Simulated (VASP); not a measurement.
Output of a VASP run:

**OSZICAR**
```
...
DAV:   3    -0.258872319769E+02   -0.65482E+01   -0.61055E+01  3532   0.759E+01
DAV:   4    -0.260317405752E+02   -0.14451E+00   -0.14330E+00  3084   0.112E+01
DAV:   5    -0.260335700305E+02   -0.18295E-02   -0.18247E-02  3376   0.994E-01    0.245E+01
DAV:   6    -0.248344246088E+02    0.11991E+01   -0.13377E+00  3092   0.106E+01    0.110E+01
DAV:   7    -0.244877285564E+02    0.34670E+00   -0.89661E-01  3280   0.855E+00    0.508E-01
DAV:   8    -0.244807452039E+02    0.69834E-02   -0.80677E-03  2944   0.751E-01    0.282E-01
DAV:   9    -0.244784976618E+02    0.22475E-02   -0.14568E-03  3132   0.475E-01    0.612E-02
DAV:  10    -0.244785335769E+02   -0.35915E-04   -0.57818E-05  3168   0.773E-02    0.112E-02
DAV:  11    -0.244785021545E+02    0.31422E-04   -0.83591E-06  2992   0.347E-02    0.115E-03
DAV:  12    -0.244785017254E+02    0.42905E-06   -0.14732E-07  1528   0.415E-03
   1 F= -.24478502E+02 E0= -.24478081E+02  d E =-.244785E+02
       N       E                     dE             d eps       ncg     rms          rms(c)
DAV:   1    -0.244862192465E+02   -0.77171E-02   -0.59422E-01  2904   0.676E+00    0.146E+00
DAV:   2    -0.244748812664E+02    0.11338E-01   -0.10996E-02  3400   0.125E+00    0.663E-01
DAV:   3    -0.244723092447E+02    0.25720E-02   -0.87252E-03  3288   0.919E-01    0.109E-01
DAV:   4    -0.244723204769E+02   -0.11232E-04   -0.26444E-04  2948   0.164E-01    0.277E-02
DAV:   5    -0.244723441391E+02   -0.23662E-04   -0.46173E-05  3032   0.515E-02    0.909E-03
DAV:   6    -0.244723450816E+02   -0.94258E-06   -0.33116E-06  2876   0.205E-02
   2 F= -.24472345E+02 E0= -.24471892E+02  d E =0.615664E-02
       N       E                     dE             d eps       ncg     rms          rms(c)
DAV:   1    -0.244875209210E+02   -0.15177E-01   -0.35041E-01  2896   0.514E+00    0.111E+00
DAV:   2    -0.244805995412E+02    0.69214E-02   -0.65574E-03  3388   0.958E-01    0.513E-01
DAV:   3    -0.244790900884E+02    0.15095E-02   -0.52812E-03  3284   0.710E-01    0.790E-02
DAV:   4    -0.244790944050E+02   -0.43166E-05   -0.18296E-04  2952   0.134E-01    0.238E-02
DAV:   5    -0.244791042544E+02   -0.98494E-05   -0.28128E-05  3016   0.401E-02    0.377E-03
DAV:   6    -0.244791047591E+02   -0.50474E-06   -0.10468E-06  1744   0.137E-02
   3 F= -.24479105E+02 E0= -.24478687E+02  d E =-.603034E-03
       N       E                     dE             d eps       ncg     rms          rms(c)
DAV:   1    -0.244799141451E+02   -0.80989E-03   -0.60697E-02  2952   0.216E+00    0.267E-01
DAV:   2    -0.244791106684E+02    0.80348E-03   -0.85499E-04  3372   0.371E-01    0.123E-01
DAV:   3    -0.244788994916E+02    0.21118E-03   -0.60090E-04  3276   0.223E-01    0.274E-02
DAV:   4    -0.244789005001E+02   -0.10085E-05   -0.22938E-05  2956   0.540E-02    0.972E-03
DAV:   5    -0.244788998769E+02    0.62316E-06   -0.31275E-06  2764   0.139E-02
   4 F= -.24478900E+02 E0= -.24478465E+02  d E =0.204882E-03
       N       E                     dE             d eps       ncg     rms          rms(c)
DAV:   1    -0.244796080309E+02   -0.70753E-03   -0.24772E-02  2952   0.138E+00    0.171E-01
DAV:   2    -0.244792799449E+02    0.32809E-03   -0.35064E-04  3376   0.237E-01    0.783E-02
DAV:   3    -0.244791968360E+02    0.83109E-04   -0.24286E-04  3280   0.142E-01    0.172E-02
DAV:   4    -0.244791971270E+02   -0.29097E-06   -0.92015E-06  2964   0.343E-02
   5 F= -.24479197E+02 E0= -.24478775E+02  d E =-.923679E-04
```

OUTCAR:
```
------------------------ aborting loop because EDIFF is reached ----------------------------------------
  FORCE on cell =-STRESS in cart. coord.  units (eV):
  Direction    XX          YY          ZZ          XY          YZ          ZX
  --------------------------------------------------------------------------------------
  Total        0.0012384      0.0012384      0.0117001     -0.0000000      0.0000000      0.0000000
  in kB        0.0713311      0.0713311      0.6738966     -0.0000000      0.0000000      0.0000000
  external PRESSURE =       0.2721862 kB  Pullay stress =       0.0000000 kB
  volume of cell :       27.82
      direct lattice vectors                 reciprocal lattice vectors
     2.731062902  0.000000000 -0.000000000     0.366157806  0.211401339 -0.000000000
    -1.365531451  2.365169500  0.000000000    -0.000000000  0.422802679 -0.000000000
     0.000000000  0.000000000  4.306385195     0.000000000 -0.000000000  0.232213319
 POSITION                                       TOTAL-FORCE (eV/Angst)
 -----------------------------------------------------------------------------------
      1.36553      0.78839      3.22979        -0.000000      0.000000      0.000000
     -0.00000      1.57678      1.07660         0.000000     -0.000000      0.000000
 -----------------------------------------------------------------------------------
    total drift:                               -0.000018      0.000010     -0.000020
  FREE ENERGIE OF THE ION-ELECTRON SYSTEM (eV)
  ---------------------------------------------------
  free  energy   TOTEN  =       -24.4791971270 eV

  energy  without entropy=      -24.4779307540  energy(sigma->0) =      -24.47877500

 reached required accuracy - stopping structural energy minimisation
```
(Selected blocks of OUTCAR.)

File POSCAR:
```
Os
1
    2.7300000000     0.0000000000     0.0000000000
   -1.3650000000     2.3642490000     0.0000000000
    0.0000000000     0.0000000000     4.3200000000
Os
2
Direct
  0.6666670000   0.3333330000   0.7500000000
  0.3333330000   0.6666670000   0.2500000000
```

Task: Reconstruct the remaining input files.

Result: Several could match; the one computed here: the input of the run itself, PBEsol GGA, plane waves, VASP's PBE PAW potentials (set 64).

### KPOINTS
```
Automatic mesh
0
Gamma
14 14 8
0 0 0
```

INCAR:
```
LMAXMIX = 6   # l cut-off of mixed one-centre charges
SYSTEM = Os
LREAL = .False.   # projection in real space or not
ENCUT = 480   # plane-wave cut-off (eV)
NELM = 100   # most electronic steps
LASPH = .True.   # aspherical one-centre terms
GGA = PS   # PBEsol
LCHARG = .False.
SIGMA = 0.1
EDIFFG = -0.01
IBRION = 2   # conjugate gradients
LWAVE = .False.
ALGO = Normal   # blocked Davidson
PREC = Accurate
NSW = 60
ISMEAR = 1   # Methfessel-Paxton
ISIF = 3   # ions, shape and volume
EDIFF = 1E-6   # SCF stop (eV)
```

POTCAR, in this order: Os (PBE.64 set). Program: vasp_std.

The compound is Os in the hcp structure. This run relaxes it. Symmetry was kept, so distortions that lower it aren't found.
